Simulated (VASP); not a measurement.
KNi:

```
CELL_PARAMETERS angstrom
3.66048 0.00000 0.00000
0.00000 3.66048 0.00000
0.00000 0.00000 3.47889
ATOMIC_POSITIONS crystal
K 0.00000 0.00000 0.00000
Ni 0.50000 0.50000 0.50000
```

The cell was built by a generator and needn't be a form met in nature.

| Property | Result |
| --- | --- |
| Program | VASP 6.6.1 |
| Task | relaxation of cell and atoms |
| Functional | PBE |
| Potentials or basis | VASP PAW PBE potentials, release 64 (K_sv, Ni) |
| Cutoff | 600 eV |
| k mesh | 7 × 7 × 8 |
| Occupations | methfessel-paxton, width 0.1 eV |
| Spin | collinear spin, ferromagnetic start |
| Starting moments | [0.0, 1.0] μB |

At the start: pressure 4.6 GPa; volume 23.31 Å³/atom.

**Question.** Where does the relaxation end?

**Answer.** Over 18 steps the energy falls by 110.9 meV/atom and the volume is 25.48 Å³/atom (+9.3 %); space group P4/mmm (No. 123, to 0.05 Å); moment 0.00 μB per cell.

The path:
```csv
step,energy change (eV),largest force (eV/Å),pressure (GPa),volume (Å³)
1,0.0000,0.0000,4.60,46.61
2,-0.0061,0.0000,0.98,51.27
3,-0.0132,0.0000,0.36,52.81
4,-0.0133,0.0000,-0.46,55.98
5,-0.0155,0.0000,-0.14,54.31
6,-0.0154,0.0000,0.05,54.01
7,-0.0165,0.0000,0.07,53.99
8,-0.0210,0.0000,0.05,53.93
9,-0.0346,0.0000,0.02,53.76
10,-0.0803,0.0000,-0.07,53.24
11,-0.2076,0.0000,-0.20,51.49
12,1.7569,0.0000,22.02,44.78
13,-0.2126,0.0000,-0.20,51.35
14,-0.2205,0.0000,0.18,50.58
15,-0.2218,0.0000,0.02,50.82
16,-0.2216,0.0000,0.10,50.71
17,-0.2174,0.0000,-0.52,52.18
18,-0.2218,0.0000,-0.04,50.95
```

Final structure:
```xyz
2
Lattice="4.2894 0.0000 0.0000 0.0000 4.2894 0.0000 0.0000 0.0000 2.7692" Properties=species:S:1:pos:R:3 pbc="T T T"
K     0.0000    0.0000    0.0000
Ni    2.1447    2.1447    1.3846
```
